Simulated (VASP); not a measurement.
Output of a VASP run:

File OSZICAR:
```
       N       E                     dE             d eps       ncg     rms          rms(c)
DAV:   1     0.800028300145E+02    0.80003E+02   -0.83243E+03 10060   0.158E+03
DAV:   2    -0.139478176263E+02   -0.93951E+02   -0.86858E+02  9907   0.255E+02
DAV:   3    -0.161658795444E+02   -0.22181E+01   -0.21560E+01 11972   0.558E+01
DAV:   4    -0.161989249504E+02   -0.33045E-01   -0.33037E-01 14172   0.523E+00
DAV:   5    -0.161992706584E+02   -0.34571E-03   -0.34570E-03 12381   0.496E-01    0.148E+01
DAV:   6    -0.145053625665E+02    0.16939E+01   -0.13783E+01 10607   0.756E+01    0.719E+00
DAV:   7    -0.140991634573E+02    0.40620E+00   -0.19270E+00 11083   0.274E+01    0.381E+00
DAV:   8    -0.140862590379E+02    0.12904E-01   -0.23665E-02 13722   0.184E+00    0.191E+00
DAV:   9    -0.140704954941E+02    0.15764E-01   -0.61988E-03 15010   0.132E+00    0.649E-01
DAV:  10    -0.140711973048E+02   -0.70181E-03   -0.69559E-04 13755   0.385E-01    0.365E-01
DAV:  11    -0.140713567380E+02   -0.15943E-03   -0.55950E-04 13293   0.378E-01    0.284E-02
DAV:  12    -0.140713565930E+02    0.14499E-06   -0.19791E-05 10761   0.449E-02    0.154E-02
DAV:  13    -0.140713552774E+02    0.13157E-05   -0.23912E-06 14592   0.215E-02    0.105E-02
DAV:  14    -0.140713559452E+02   -0.66778E-06   -0.45459E-07 12045   0.850E-03    0.384E-03
DAV:  15    -0.140713557045E+02    0.24067E-06   -0.71713E-08  5853   0.495E-03    0.100E-03
DAV:  16    -0.140713556763E+02    0.28194E-07   -0.13074E-08  5531   0.177E-03
   1 F= -.14927624E+02 E0= -.14927790E+02  d E =-.149276E+02  mag=     3.2375
       N       E                     dE             d eps       ncg     rms          rms(c)
DAV:   1    -0.140714611041E+02   -0.10540E-03   -0.32253E-03 11027   0.489E-01    0.621E-02
DAV:   2    -0.140713943753E+02    0.66729E-04   -0.47725E-05 13514   0.124E-01    0.318E-02
DAV:   3    -0.140713711096E+02    0.23266E-04   -0.30782E-05 12078   0.637E-02    0.964E-03
DAV:   4    -0.140713723454E+02   -0.12358E-05   -0.25875E-06 11213   0.235E-02    0.235E-03
DAV:   5    -0.140713721740E+02    0.17144E-06   -0.14139E-07  6569   0.736E-03    0.152E-03
DAV:   6    -0.140713720787E+02    0.95336E-07   -0.69717E-08  5464   0.362E-03
   2 F= -.14927642E+02 E0= -.14927812E+02  d E =-.182454E-04  mag=     3.2365
```

### OUTCAR
```
------------------------ aborting loop because EDIFF is reached ----------------------------------------
  Edisp (eV):   -0.85627
  FORCE on cell =-STRESS in cart. coord.  units (eV):
  Direction    XX          YY          ZZ          XY          YZ          ZX
  --------------------------------------------------------------------------------------
  Total      -0.84844    -0.84844    -0.85148     0.00000    -0.00000     0.00000
  in kB     -62.64577   -62.64579   -62.87031     0.00000    -0.00000     0.00000
  external pressure =      -62.72 kB  Pullay stress =        0.00 kB
  volume of cell :       21.70
      direct lattice vectors                 reciprocal lattice vectors
     1.247553233 -2.160825803 -0.000000000     0.400784501 -0.231393016 -0.000000000
     1.247553233  2.160825803 -0.000000000     0.400784501  0.231393016 -0.000000000
     0.000000000  0.000000000  4.024659397     0.000000000  0.000000000  0.248468231
 POSITION                                       TOTAL-FORCE (eV/Angst)
 -----------------------------------------------------------------------------------
      1.24755      0.72028      1.00616         0.000000      0.000000      0.000000
      1.24755     -0.72028      3.01849        -0.000000     -0.000000      0.000000
 -----------------------------------------------------------------------------------
    total drift:                               -0.000023      0.000001     -0.000028
  FREE ENERGIE OF THE ION-ELECTRON SYSTEM (eV)
  ---------------------------------------------------
  free  energy   TOTEN  =       -14.9276424712 eV

  energy  without entropy=      -14.9281503103  energy(sigma->0) =      -14.92781175

 total charge

# of ion       s       p       d       tot
------------------------------------------
    1        0.489   0.521   7.263   8.273
    2        0.489   0.521   7.263   8.273
--------------------------------------------------
tot          0.978   1.042  14.526  16.546

 magnetization (x)

# of ion       s       p       d       tot
------------------------------------------
    1       -0.015  -0.054   1.707   1.638
    2       -0.015  -0.054   1.707   1.638
--------------------------------------------------
tot         -0.029  -0.108   3.413   3.276

 reached required accuracy - stopping structural energy minimisation
```
(Selected blocks of OUTCAR.)

**POSCAR**
```
Co
1
    1.2470816964    -2.1600090867     0.0000000000
    1.2470816964     2.1600090867     0.0000000000
    0.0000000000     0.0000000000     4.0277034997
Co
2
Direct
  0.3333330000   0.6666670000   0.2500000000
  0.6666670000   0.3333330000   0.7500000000
```

Write an INCAR and KPOINTS that could have produced this output.

Several could match; the one computed here: the input of the run itself, PBE GGA with D4 dispersion, plane waves, VASP's PBE PAW potentials (set 64).

INCAR:
```
! general
SYSTEM  = Co
PREC    = Accurate
ENCUT   = 520
LREAL   = F
LASPH   = T

! electronic loop
EDIFF   = 1E-7
NELM    = 100
ALGO    = Normal
LMAXMIX = 4

! smearing
ISMEAR  = 1
SIGMA   = 0.1

! functional
GGA     = PE
IVDW    = 13

! spin
ISPIN   = 2
MAGMOM  = 1.6 1.6

! ions
IBRION  = 2
NSW     = 30
ISIF    = 4
EDIFFG  = -0.01

! output
LWAVE   = F
LCHARG  = F
LORBIT  = 10
```

KPOINTS:
```
Automatic mesh
0
Gamma
17 17 9
0 0 0
```

POTCAR, in this order: Co (PBE.64 set). Program: vasp_std.

The compound is Co in the hcp structure. This cell is one point of a volume scan, at 1.03 of the reference volume. Symmetry was kept, so distortions that lower it aren't found.
